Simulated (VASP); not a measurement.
# GW-BSE spectrum of BaTiO3, part 3 of 4

What does the electron-hole attraction do to the spectrum of BaTiO3? The cell has space group Pm-3m. The start is a cell from a database of measured crystal structures.

VASP 6.6.1, plane waves and PAW; the level of theory is named at each step.

So far, quasiparticle gap on the mesh (eV): step 4 (G0W0) 3.57.

## (5) BSE, Tamm-Dancoff

This step: BSE on G0W0 on LDA, no spin polarisation; plane waves and PAW (Ba_sv_GW, Ti_sv_GW, O_GW) (VASP 6.6.1).

The Bethe-Salpeter equation adds the screened attraction of electron and hole to the quasiparticle pairs; ANTIRES = 0 leaves out the coupling to antiresonant pairs.

Contents of INCAR:

```
SYSTEM = BaTiO3
PREC = Accurate
ENCUT = 440
ISMEAR = 0
SIGMA = 0.01
LREAL = .FALSE.
GGA = CA
NBANDS = 152
LASPH = .TRUE.
ALGO = BSE
NBANDSO = 6
NBANDSV = 5
OMEGAMAX = 25
NEDOS = 1000
CSHIFT = 0.1
PRECFOCK = Fast
LWAVE = .FALSE.
LCHARG = .FALSE.
ENCUTGW = 100
ANTIRES = 0
```

Contents of POSCAR:

```
BaTiO3
1.0
    4.0060000000      0.0000000000      0.0000000000
    0.0000000000      4.0060000000      0.0000000000
    0.0000000000      0.0000000000      4.0060000000
Ba Ti O
1 1 3
Direct
    0.5000000000      0.5000000000      0.5000000000
    0.0000000000      0.0000000000      0.0000000000
    0.5000000000      0.0000000000      0.0000000000
    0.0000000000      0.5000000000      0.0000000000
    0.0000000000      0.0000000000      0.5000000000
```

Contents of KPOINTS:

```
Automatic mesh
0
Gamma
6 6 6
0 0 0
```

Potentials, in the order of the species: Ba_sv_GW, Ti_sv_GW and O_GW (LDA family, release 64).

Command:

```sh
> mpirun -np 8 vasp_std
```

Output:

```text
[banner, memory and clock lines left out]
running    8 mpi-ranks, on    1 nodes
 distrk:  each k-point on    8 cores,    1 groups
 distr:  one band on    1 cores,    8 groups

 POSCAR found type information on POSCAR BaTiO
 POSCAR found :  3 types and       5 ions
|                                                                             |
|           W    W    AA    RRRRR   N    N  II  N    N   GGGG   !!!           |
|           W    W   A  A   R    R  NN   N  II  NN   N  G    G  !!!           |
|           W    W  A    A  R    R  N N  N  II  N N  N  G       !!!           |
|           W WW W  AAAAAA  RRRRR   N  N N  II  N  N N  G  GGG   !            |
|           WW  WW  A    A  R   R   N   NN  II  N   NN  G    G                |
|           W    W  A    A  R    R  N    N  II  N    N   GGGG   !!!           |
|                                                                             |
|     For optimal performance we recommend to set                             |
|       NCORE = 2 up to number-of-cores-per-socket                            |
|     NCORE specifies how many cores store one orbital (NPAR=cpu/NCORE).      |
|     This setting can greatly improve the performance of VASP for DFT.       |
|     The default, NCORE=1 might be grossly inefficient on modern             |
|     multi-core architectures or massively parallel machines. Do your        |
|     Unfortunately you need to use the default for GW and RPA                |
|     calculations (for HF NCORE is supported but not extensively tested      |
|     yet).                                                                   |
|                                                                             |

|                                                                             |
|           W    W    AA    RRRRR   N    N  II  N    N   GGGG   !!!           |
|           W    W   A  A   R    R  NN   N  II  NN   N  G    G  !!!           |
|           W    W  A    A  R    R  N N  N  II  N N  N  G       !!!           |
|           W WW W  AAAAAA  RRRRR   N  N N  II  N  N N  G  GGG   !            |
|           WW  WW  A    A  R   R   N   NN  II  N   NN  G    G                |
|           W    W  A    A  R    R  N    N  II  N    N   GGGG   !!!           |
|                                                                             |
|     The default for ENCUTGWSOFT is different in this version of VASP.       |
|     please manually set ENCUTGWSOFT =100 in the INCAR file.                 |
|                                                                             |

 LDA part: xc-table for (Slater(with rela. corr.)+CA(PZ))
 , standard interpolation
 found WAVECAR, reading the header
 POSCAR, INCAR and KPOINTS ok, starting setup
 FFT: planning ... GRIDC
 FFT: planning ... GRID_SOFT
 FFT: planning ... GRID
 reading WAVECAR
 the WAVECAR file was read successfully
 initial charge from wavefunction
 available memory per node:    100.80 GB, setting MAXMEM to    103220

 The Fermi energy was updated, please check that it is located mid-gap
 values below the HOMO (VB) or above the LUMO (CB) will cause erroneous energies
 E-fermi :   6.7028

 the WAVEDER file was read successfully
 responsefunction array rank=     152

 min. memory requirement per mpi rank    421.4 MB, per node   3371.6 MB

 Doing            0  frequencies on each core in blocks of            0
 Found all WFULLXXXX.tmp files
 reading now WFULL0001.tmp
 reading now WFULL0002.tmp
 reading now WFULL0003.tmp
 reading now WFULL0004.tmp
 reading now WFULL0005.tmp
 reading now WFULL0006.tmp
 reading now WFULL0007.tmp
 reading now WFULL0008.tmp
 reading now WFULL0009.tmp
 reading now WFULL0010.tmp
 reading now WFULL0011.tmp
 reading now WFULL0012.tmp
 reading now WFULL0013.tmp
 reading now WFULL0014.tmp
 reading now WFULL0015.tmp
 reading now WFULL0016.tmp
 reading now WFULL0017.tmp
 reading now WFULL0018.tmp
 reading now WFULL0019.tmp
 reading now WFULL0020.tmp
 parallelization over k-points
 Using distributed matrix
 Using distributed eigensolver
 allocating two-electron 4 orbital integral table    6    5    6    5
 BSE setting up matrix
 available memory per node:    100.42 GB, setting MAXMEM to    102831
 Calculate matrix elements of the BSE Hamiltonian:
 Workload is divided into blocks of two-electron 4 orbital integrals computed in
  parallel.
 Each block/integral has dimensions  of (   6,   5,   6,   5) orbitals
 Total number of blocks/integrals:                23436
 Number of spins:                                     1
 Number of kpoints:                                 216
 Spin channel:                                        1
  Number of blocks of unoccupied bands:               1
  Number of blocks of occupied bands:                 1
 Number of rows/columns of blocks:                  216

                                                        Time (sec)
               Integrals                 Ranks       Real         CPU
  [         1 -       1728/     23436]     8         6.11        0.00
  [      1729 -       3456/     23436]     8        12.16        0.00
  [      3457 -       5184/     23436]     8        18.27        0.00
  [      5185 -       6912/     23436]     8        24.41        0.00
  [      6913 -       8640/     23436]     8        30.49        0.00
  [      8641 -      10368/     23436]     8        36.57        0.00
  [     10369 -      12096/     23436]     8        42.57        0.00
  [     12097 -      13824/     23436]     8        48.65        0.00
  [     13825 -      15552/     23436]     8        54.66        0.00
  [     15553 -      17280/     23436]     8        60.76        0.00
  [     17281 -      19008/     23436]     8        66.74        0.00
  [     19009 -      20736/     23436]     8        73.06        0.00
  [     20737 -      22464/     23436]     8        79.27        0.00
  [     22465 -      23328/     23436]     8        82.36        0.00
  [     23329 -      23436/     23436]     8        83.11        0.00

 BSE redistributing all elements
 BSE diagonalizing matrix PDSYEVX_ZHEEVX_DESC
 BSE calculating oscillator strength
```

It took 2.4 min on 8 MPI ranks of AMD EPYC 7R43, shared host; peak memory 6.3 GiB; 18 min of CPU time.

OUTCAR, selected parts (step 5):

```text
   NELECT =      40.0000    total number of electrons

 E-fermi :   6.7028

[... 8 parts as in an earlier step ...]

[... 2 further parts left out ...]
```

This step gave:

```
lowest excitation : 3.359 eV
```

The imaginary dielectric function has structure finer than the step of the table below, so its rows give means over 1 eV, whole bins alone (the curve runs from 0 to 25 eV). Peaks (eV: height): xx 3.6: 3.97, 3.9: 6.31, 4.8: 9.63, 6.0: 5.08, 6.4: 4.49, 7.1: 3.67, 7.9: 3.42; zz 3.6: 3.97, 3.9: 6.31, 4.8: 9.63, 6.0: 5.08, 6.4: 4.49, 7.1: 3.67, 7.9: 3.47.

From 6 filled and 5 empty bands alone, without any pair above OMEGAMAX = 25 eV, so strength is missing wherever others contribute; lines are broadened by CSHIFT, which also makes the tail under the first line. Table of imaginary dielectric function by photon energy; means over each step:

| photon energy (eV) | xx | zz |
| --- | --- | --- |
| 1 | 0.0289 | 0.0289 |
| 2 | 0.0892 | 0.0893 |
| 3 | 1.09 | 1.09 |
| 4 | 4.66 | 4.66 |
| 5 | 7.31 | 7.31 |
| 6 | 3.82 | 3.82 |
| 7 | 2.55 | 2.55 |
| 8 | 1.98 | 2.02 |
| 9 | 1.33 | 1.33 |
| 10 | 0.554 | 0.579 |
| 11 | 0.234 | 0.231 |
| 12 | 0.0508 | 0.0508 |
| 13 | 0.0180 | 0.0182 |
| 14 | 0.0118 | 0.0119 |
| 15 | 0.00856 | 0.00859 |
| 16 | 0.00650 | 0.00655 |
| 17 | 0.00510 | 0.00513 |
| 18 | 0.00411 | 0.00412 |
| 19 | 0.00336 | 0.00338 |
| 20 | 0.00279 | 0.00280 |
| 21 | 0.00235 | 0.00235 |
| 22 | 0.00200 | 0.00201 |
| 23 | 0.00172 | 0.00172 |
| 24 | 0.00149 | 0.00150 |

Some of the lowest 40 states alone, with states under 2.5 meV apart joined, scaled to the strongest line shown. Exciton lines, with heights relative to the strongest:

| position (eV) | lines merged | oscillator strength |
| --- | --- | --- |
| 3.360 | 6 | 47 |
| 3.371 | 3 | 0.0 |
| 3.586 | 3 | 0.0 |
| 3.588 | 3 | 56 |
| 3.612 | 6 | 0.0 |
| 3.944 | 2 | 0.0 |
| 3.948 | 3 | 0.0 |
| 3.956 | 4 | 100 |

The lowest excitation lies at 3.359 eV, -293 meV against the direct gap of these orbitals, a distance that this coarse mesh makes far too large. Peak heights aren't converged with the mesh, least of all at the onset.

## (6) Without the electron-hole attraction

This step: BSE on G0W0 on LDA, without the electron-hole attraction, no spin polarisation; plane waves and PAW (Ba_sv_GW, Ti_sv_GW, O_GW) (VASP 6.6.1).

LADDER = .FALSE. removes the attraction and keeps the local fields, which shows what the attraction does.

INCAR: that of step 5 with these lines changed.

```diff
@@ -20 +20,2 @@
 ANTIRES = 0
+LADDER = .FALSE.
```

POSCAR is that of step 5.

KPOINTS is that of step 5.

Command:

```sh
> mpirun -np 8 vasp_std
```

Output:

```text
[banner, memory and clock lines left out]
 LDA part: xc-table for (Slater(with rela. corr.)+CA(PZ))
 , standard interpolation
 found WAVECAR, reading the header
 POSCAR, INCAR and KPOINTS ok, starting setup
 FFT: planning ... GRIDC
 FFT: planning ... GRID_SOFT
 FFT: planning ... GRID
 reading WAVECAR
 the WAVECAR file was read successfully
 initial charge from wavefunction
 available memory per node:    100.50 GB, setting MAXMEM to    102915

 Doing            0  frequencies on each core in blocks of            0
 parallelization over k-points
 Using distributed matrix
 Using distributed eigensolver
 allocating two-electron 4 orbital integral table    6    5    6    5
 BSE setting up matrix
 available memory per node:    100.20 GB, setting MAXMEM to    102601
 Calculate matrix elements of the BSE Hamiltonian:
 Workload is divided into blocks of two-electron 4 orbital integrals computed in
  parallel.
 Each block/integral has dimensions  of (   6,   5,   6,   5) orbitals
 Total number of blocks/integrals:                23436
 Number of spins:                                     1
 Number of kpoints:                                 216
 Spin channel:                                        1
  Number of blocks of unoccupied bands:               1
  Number of blocks of occupied bands:                 1
 Number of rows/columns of blocks:                  216

                                                        Time (sec)
               Integrals                 Ranks       Real         CPU
  [         1 -       1728/     23436]     8         3.47        0.00
  [      1729 -       3456/     23436]     8         6.83        0.00
  [      3457 -       5184/     23436]     8        10.30        0.00
  [      5185 -       6912/     23436]     8        13.63        0.00
  [      6913 -       8640/     23436]     8        16.99        0.00
  [      8641 -      10368/     23436]     8        20.39        0.00
  [     10369 -      12096/     23436]     8        23.62        0.00
  [     12097 -      13824/     23436]     8        27.01        0.00
  [     13825 -      15552/     23436]     8        30.46        0.00
  [     15553 -      17280/     23436]     8        33.84        0.00
  [     17281 -      19008/     23436]     8        37.21        0.00
  [     19009 -      20736/     23436]     8        40.51        0.00
  [     20737 -      22464/     23436]     8        43.82        0.00
  [     22465 -      23328/     23436]     8        45.51        0.00
  [     23329 -      23436/     23436]     8        45.95        0.00

[... 7 parts as in an earlier step ...]
```

Elapsed: 86 s, on 8 MPI ranks; peak memory 4.9 GiB; 11 min of CPU time.

Parts of OUTCAR (step 6):

```text
   NELECT =      40.0000    total number of electrons

 E-fermi :   6.7028

[... 8 parts as in an earlier step ...]

[... 2 further parts left out ...]
```

Numbers from this step:

- lowest excitation: 3.652 eV

The imaginary dielectric function has structure finer than the step of the table below, so its rows give means over 0.5 eV, whole bins alone (the curve runs from 0 to 25 eV). Peaks (eV: height): xx 5.38: 7.66, 6.18: 8.32, 7.43: 4.39, 8.26: 3.14, 9.76: 2.74; zz 5.38: 7.66, 6.18: 8.32, 7.43: 4.40, 8.26: 3.16, 9.76: 2.74.

From 6 filled and 5 empty bands alone, without any pair above OMEGAMAX = 25 eV, so strength is missing wherever others contribute; lines are broadened by CSHIFT, which also makes the tail under the first line. The imaginary dielectric function by photon energy; means over each step:

| photon energy (eV) | xx | zz |
| --- | --- | --- |
| 0.5 | 0.00740 | 0.00740 |
| 1.0 | 0.0157 | 0.0157 |
| 1.5 | 0.0260 | 0.0260 |
| 2.0 | 0.0407 | 0.0407 |
| 2.5 | 0.0652 | 0.0653 |
| 3.0 | 0.122 | 0.122 |
| 3.5 | 0.584 | 0.584 |
| 4.0 | 1.53 | 1.53 |
| 4.5 | 2.42 | 2.42 |
| 5.0 | 4.17 | 4.17 |
| 5.5 | 6.51 | 6.51 |
| 6.0 | 7.16 | 7.16 |
| 6.5 | 5.62 | 5.62 |
| 7.0 | 3.59 | 3.59 |
| 7.5 | 3.36 | 3.36 |
| 8.0 | 2.15 | 2.22 |
| 8.5 | 2.63 | 2.64 |
| 9.0 | 1.74 | 1.74 |
| 9.5 | 2.04 | 2.04 |
| 10.0 | 1.73 | 1.74 |
| 10.5 | 1.05 | 1.09 |
| 11.0 | 0.394 | 0.397 |
| 11.5 | 0.329 | 0.330 |
| 12.0 | 0.102 | 0.102 |
| 12.5 | 0.0505 | 0.0507 |
| 13.0 | 0.0281 | 0.0283 |
| 13.5 | 0.0213 | 0.0214 |
| 14.0 | 0.0170 | 0.0171 |
| 14.5 | 0.0140 | 0.0141 |
| 15.0 | 0.0118 | 0.0119 |
| 15.5 | 0.0101 | 0.0101 |
| 16.0 | 0.00872 | 0.00873 |
| 16.5 | 0.00761 | 0.00763 |
| 17.0 | 0.00666 | 0.00673 |
| 17.5 | 0.00592 | 0.00597 |
| 18.0 | 0.00528 | 0.00533 |
| 18.5 | 0.00476 | 0.00478 |
| 19.0 | 0.00426 | 0.00431 |
| 19.5 | 0.00387 | 0.00391 |
| 20.0 | 0.00353 | 0.00354 |
| 20.5 | 0.00322 | 0.00323 |
| 21.0 | 0.00295 | 0.00296 |
| 21.5 | 0.00270 | 0.00272 |
| 22.0 | 0.00249 | 0.00250 |
| 22.5 | 0.00230 | 0.00230 |
| 23.0 | 0.00214 | 0.00214 |
| 23.5 | 0.00197 | 0.00198 |
| 24.0 | 0.00184 | 0.00184 |
| 24.5 | 0.00171 | 0.00172 |

The lowest excitation lies at 3.652 eV, +293 meV against the Tamm-Dancoff singlet. Peak heights aren't converged with the mesh, least of all at the onset.

(Continued in part 4 of 4.)

[Lines on the potential files, build, host, timing and source positions are cut from VASP's logs without a mark.]

[Logs are printed without paths, hosts, clocks, repeated set-up lines and the standing remarks that a program may print on its own settings, such as how far it seeks lower states.]

[Hosts, paths, dates, database ids (printed as entryN), source tags and the programs' standing remarks are cut or masked in the printed files.]

[Pressures printed for these runs are not shown converged in the cutoff: they can be off by several GPa and have the wrong sign.]
